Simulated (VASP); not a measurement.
Input:

```xyz
6
Lattice="-3.0195 3.0195 2.7510 3.0195 -3.0195 2.7510 3.0195 3.0195 -2.7510" Properties=species:S:1:pos:R:3 pbc="T T T"
Ge     3.9251     0.9056     0.0000
Ge     0.9056     2.1139     0.0000
Ge     2.1139     0.9056     2.7510
Ge    -0.9056     2.1139     2.7510
Pt     0.0000     0.0000     4.1266
Pt     0.0000     0.0000     1.3755
```

Level of theory: PBEsol GGA, VASP's PBE PAW potentials (set 64) (plane waves; VASP). Run with 400 eV cut-off, Gaussian smearing of 0.050 eV, potentials Ge_d Pt.

Problem. Give the energies of bands 31 to 44 at the high-symmetry points, in eV from the Fermi level.

Solution. 
```
band      Γ      X      M      Z      P      N
----  -----  -----  -----  -----  -----  -----
31    -3.44  -4.07  -4.17  -4.14  -4.35  -4.55
32    -3.10  -3.80  -3.61  -3.68  -4.35  -4.55
33    -2.95  -3.37  -2.90  -2.92  -3.88  -3.23
34    -2.74  -2.85  -2.81  -2.92  -3.88  -3.23
35    -2.74  -2.72  -2.81  -2.90  -1.69  -2.24
36    -2.74  -2.58  -1.38  -1.04  -1.69  -2.24
37    -2.30  -1.87  -0.18  -0.99  -0.14  -0.26
38    -2.30   0.14  -0.04  -0.10  -0.14  -0.26
39    -0.24   0.59   2.09   0.79   1.44   0.55
40    -0.24   0.80   2.09   0.79   1.44   0.55
41     0.18   1.88   2.53   3.97   1.66   2.37
42     0.54   3.54   2.53   3.98   1.66   2.37
43     2.47   3.56   3.98   3.98   2.57   4.04
44     4.86   3.98   4.97   5.20   2.57   4.04
```

It has no gap at this level: it comes out as a metal or semimetal.

The structure was generated: Ge2Pt was put into the Al2Cu type (I4/mcm), which need not be its known phase. It was relaxed first, which changed the volume by -10 %.
